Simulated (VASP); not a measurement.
NbW: equation of state with PBEsol

Crystal: NbW.

```xyz
2
Lattice="1.6174 -2.2736 0.0000 1.6174 2.2736 0.0000 0.0000 0.0000 4.5985" Properties=species:S:1:pos:R:3 pbc="T T T"
W     1.6174    0.0000    2.2992
Nb    0.0000    0.0000    0.0000
```

The cell comes from a database or a generator and needn't be the stable form of this composition.

| Property | Result |
| --- | --- |
| Program | VASP 6.6.1 |
| Task | equation of state |
| Functional | PBEsol |
| Potentials or basis | VASP PAW PBE potentials, release 64 (W_sv, Nb_sv) |
| Cutoff | 520 eV |
| k mesh | 10 × 10 × 6 |
| Occupations | fermi-dirac, width 0.05 eV |
| Spin | no spin polarisation |
| Ladder | free |
| Further INCAR settings | ALGO = Normal; EDIFF = 1e-07; NBANDS = 20 |

The equilibrium volume is 16.44 Å³/atom and the bulk modulus at fixed shape and positions is 251 GPa. The pressure derivative of the bulk modulus is 4.1.

Energy against volume, from the lowest point:
| volume (Å³/atom) | energy (meV/atom) |
| --- | --- |
| 15.896 | 14.41 |
| 16.234 | 1.38 |
| 16.572 | 0.00 |
| 16.911 | 9.13 |
| 17.249 | 27.68 |
| 17.587 | 54.75 |
| 17.925 | 89.46 |

All runs of the series together: 4.6 min on 1 thread of Intel(R) Xeon(R) Platinum 8488C (Sapphire Rapids), on a shared host.

Caveat: the cell was scaled at fixed shape and fractional positions, which overstates the stiffness of a crystal with free parameters, most of all of layers and chains; the PAW data sets were made with another functional, which shifts forces and pressure a little. The run has no spin-orbit coupling, so splittings on W are missing.
